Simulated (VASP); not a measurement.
MgO:

```
Mg O
1.0
     0.00000    2.10380    2.10380
     2.10380    0.00000    2.10380
     2.10380    2.10380    0.00000
Mg O
1 1
Direct
  0.00000 0.00000 0.00000
  0.50000 0.50000 0.50000
```

Base run:

```yaml
Program: VASP 6.6.1
Functional: PBEsol
Potentials_or_basis: VASP PAW PBE potentials, release 64 (Mg, O)
Cutoff: 520 eV
k_mesh: 10 × 10 × 10
Occupations: gaussian, width 0.02 eV
Spin: no spin polarisation
```

Its results: band gap on the k mesh 4.66 eV, direct.

Q: The run is repeated on the same cell with these changes: functional from PBEsol to TB-mBJ. What comes out?

A: Band gap on the k mesh 6.80 eV, direct.
